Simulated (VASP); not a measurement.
Consider the following.

```yaml
crystal:
  lattice:
    - [-2.92889, 2.92889, 2.92889]
    - [2.92889, -2.92889, 2.92889]
    - [2.92889, 2.92889, -2.92889]
  atoms:
    - { symbol: Rb, position: [0.00000, 0.00000, 0.00000] }
```

All values below come from RPBE GGA, VASP's PBE PAW potentials (set 64) (plane waves; VASP). Numerical set-up: 520 eV cut-off, Gaussian smearing of 0.050 eV, potentials Rb_sv.

### Question
Give the energies of bands 5 to 7 at the high-symmetry points, in eV from the Fermi level.

### Answer

```
band      Γ     H     N     P
----  -----  ----  ----  ----
5     -1.86  1.27  0.25  1.22
6      3.60  1.27  0.66  1.22
7      3.60  2.98  2.56  1.22
```

It has no gap at this level: it comes out as a metal or semimetal.

The compound is Rb in the bcc structure. It was relaxed first, which changed the volume by +11 %.
